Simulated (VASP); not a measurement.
```
AgCl
1.0
    0.00000     2.77500     2.77500
    2.77500     0.00000     2.77500
    2.77500     2.77500     0.00000
Ag Cl
1 1
Direct
  0.00000   0.00000   0.00000
  0.50000   0.50000   0.50000
```

These are PBE GGA, VASP's PBE PAW potentials (set 64) (plane waves; VASP 6.6.1) values and carry that method's errors. Settings: 300 eV cut-off, 8×8×8 Γ-centred mesh, Fermi-Dirac smearing of 0.010 eV, potentials Ag Cl.

Give the energies of bands 2 to 11 at the high-symmetry points, in eV from the valence-band maximum.

```tsv
band	Γ	X	U	L	W
2	-2.43	-4.32	-4.21	-5.23	-4.19
3	-2.43	-3.05	-4.17	-4.15	-3.98
4	-2.43	-3.05	-3.77	-4.15	-3.98
5	-2.39	-2.75	-2.30	-2.06	-1.98
6	-2.39	-2.20	-2.00	-2.06	-1.98
7	-2.32	-1.94	-1.83	-1.75	-1.95
8	-2.32	-1.94	-1.64	0.00	-1.94
9	-2.32	-1.86	-1.04	0.00	-1.17
10	0.90	2.38	3.60	4.24	4.19
11	10.86	8.03	7.26	6.51	7.89
```

The gap is indirect, 0.89 eV, from the valence maximum at L to the conduction minimum at Γ.

The structure is a typed AgCl crystal (Fm-3m). The cell was not relaxed at this level.
